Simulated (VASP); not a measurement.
Data:

```
CELL_PARAMETERS angstrom
     -1.64053     1.64053     1.64053
      1.64053    -1.64053     1.64053
      1.64053     1.64053    -1.64053
ATOMIC_POSITIONS crystal
  Ta 0.00000 0.00000 0.00000
```

Calculation: MS2 meta-GGA, VASP's PBE PAW potentials (set 64) (plane waves; VASP). Run with 520 eV cut-off, 16×16×16 Γ-centred mesh, first-order Methfessel-Paxton smearing of 0.10 eV, potentials Ta_pv.

### Question
Give the energy at these volumes per atom, relative to the lowest: 16.61, 17.14, 17.67, 18.20, 18.73 Å³.

### Answer
43.9, 10.4, 0.0, 9.9, 38.1 meV/atom. A third-order Birch-Murnaghan fit gives B0 = 206 GPa and B0′ = 2.9.

Measured: bulk modulus 198 GPa at 0 K (computed value off by +4.0 %), as given by H. Levämäki et al., Physical Review B (2014), arXiv:1402.3671 [corrected for temperature and zero-point phonon effects]; a 3.299 Å at 0 K (computed value off by -0.5 %), as given by Daniel Mejia-Rodriguez et al., Physical Review B (2018), arXiv:1807.09216 [static lattice: zero-point anharmonic expansion removed].

The compound is Ta in the bcc structure. It was relaxed first.
